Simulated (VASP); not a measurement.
Take CdTe (zinc blende), without spin-orbit terms, in VASP with PAW potentials, and its band gap.

**Question.** One run gives 0.64 eV. Which level is it?
A. HSEsol (PBE cell)
B. B3LYP (PBE cell)
C. PBE0 (PBE cell)
D. LDA (own cell)

**Answer.** D, LDA (own cell).  The others give 1.55 (B3LYP (PBE cell)), 1.22 (HSEsol (PBE cell)), 1.92 (PBE0 (PBE cell)).

Only levels that ran to the end are used. Left out are those held back, those with too coarse a band path, GW runs whose mesh misses a band edge, hybrids' fits of cells that aren't cubic and levels without matching references; a question may draw on a part of the rest.

The compound is CdTe in the zinc blende structure.
